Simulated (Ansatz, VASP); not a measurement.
**One calculation of Sr2SO, two programs**

File INCAR:

```
SYSTEM = Sr2SO
  ALGO = Normal
  EDIFF = 1E-7
  ENCUT = 520
  GGA = PE
  ISIF = 2
  ISMEAR = -1
  LASPH = .TRUE.
  LCHARG = .FALSE.
  LREAL = .FALSE.
  LWAVE = .FALSE.
  NBANDS = 24
  NELM = 60
  PREC = Accurate
  SIGMA = 0.05
```

File KPOINTS:

```
k-points
0
G
  7 7 5
  0 0 0
```

File POSCAR:

```
Sr2SO
1.0
    3.9885919635      0.0000000000      0.0000000000
    0.0000000000      3.9885919635      0.0000000000
    0.0000000000      0.0000000000      5.6407202564
Sr S O
2 1 1
Direct
    0.5000000000      0.5000000000      0.5000000000
    0.0000000000      0.0000000000      0.0000000000
    0.0000000000      0.0000000000      0.5000000000
    0.5000000000      0.5000000000      0.0000000000
```

Contents of input.yaml:

```yaml
crystal:
  lattice:
    - [3.9885919635, 0.0, 0.0]
    - [0.0, 3.9885919635, 0.0]
    - [0.0, 0.0, 5.6407202564]
  atoms:
    - { symbol: Sr, position: [0.5, 0.5, 0.5] }
    - { symbol: Sr, position: [0.0, 0.0, 0.0] }
    - { symbol: S, position: [0.0, 0.0, 0.5] }
    - { symbol: O, position: [0.5, 0.5, 0.0] }
hamiltonian:
  xc: pbe
  pseudopotentials: { kind: paw }
kpoints:
  mp_grid: { grid: [7, 7, 5] }
scf:
  occupations: { method: fermi_dirac, width: 0.05 }
output:
  forces: true
  stress: true
  eigenvalues: true
  write_density: true
  write_potential: true
  elf: true
  volumetric_format: npy
```

Change from the starting cell: volume scaled by 0.96.

Alike in both runs: task single point; functional PBE; k mesh 7 × 7 × 5; occupations fermi-dirac, width 0.05 eV; no spin polarisation.

```csv
,VASP,Ansatz
version,VASP 6.6.1,Ansatz 0.2.0
potentials or method,"VASP PAW PBE potentials, release 64 (Sr_sv, S, O)",Ansatz PAW
plane-wave cutoff (eV),520,420
valence electrons in the cell,32,32
```

```csv
,VASP,Ansatz,Ansatz less VASP
gap on the k mesh at the Fermi level (eV),2.16,2.18,+0.023
least direct gap on the mesh (eV),2.16,2.18,+0.023
pressure (GPa),2.6,2.3,-0.26
largest component of the traceless stress (GPa),0.09,0.09,-0.003
```

With one functional, cell and mesh, what is left measures potentials, basis and numerics.

Caveats: an odd mesh through Γ misses points on the zone boundary, where band edges often lie (VASP); odd divisions of the mesh miss points on the zone boundary, where band edges often lie, so the gap on the mesh can be too wide (Ansatz).
